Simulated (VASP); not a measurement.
CdNiSe3:

```
CELL_PARAMETERS angstrom
4.76738 0.00000 0.00000
0.00000 4.76738 0.00000
0.00000 0.00000 4.76738
ATOMIC_POSITIONS crystal
Cd 0.50000 0.50000 0.50000
Ni 0.00000 0.00000 0.00000
Se 0.50000 0.00000 0.00000
Se 0.00000 0.50000 0.00000
Se 0.00000 0.00000 0.50000
```

The cell was built by a generator and needn't be a form met in nature.

* Program: VASP 6.6.1
* Task: relaxation of cell and atoms
* Functional: PBEsol
* Potentials or basis: VASP PAW PBE potentials, release 64 (Cd, Ni, Se)
* Cutoff: 600 eV
* k mesh: 5 × 5 × 5
* Occupations: fermi-dirac, width 0.05 eV
* Spin: collinear spin, ferromagnetic start
* Starting moments: [0.0, 1.0, 0.0, 0.0, 0.0] μB

At the start: pressure -3.9 GPa; volume 21.67 Å³/atom.

Q: How do energy, volume and symmetry change on relaxing?

A: Over 3 steps the energy falls by 14.5 meV/atom and the volume is 20.51 Å³/atom (-5.3 %); space group Pm-3m (No. 221, to 0.05 Å); moment 0.00 μB per cell.

The path:
| step | energy change (eV) | largest force (eV/Å) | pressure (GPa) | volume (Å³) |
| --- | --- | --- | --- | --- |
| 1 | 0.0000 | 0.0000 | -3.87 | 108.35 |
| 2 | -0.0605 | 0.0000 | 1.73 | 100.34 |
| 3 | -0.0725 | 0.0000 | 0.01 | 102.57 |

Final structure:
```
CELL_PARAMETERS angstrom
4.68097 0.00000 0.00000
0.00000 4.68097 0.00000
0.00000 0.00000 4.68097
ATOMIC_POSITIONS crystal
Cd 0.50000 0.50000 0.50000
Ni 0.00000 0.00000 0.00000
Se 0.50000 0.00000 0.00000
Se 0.00000 0.50000 0.00000
Se 0.00000 0.00000 0.50000
```

Caveat: the PAW data sets were made with another functional, which shifts forces and pressure a little.
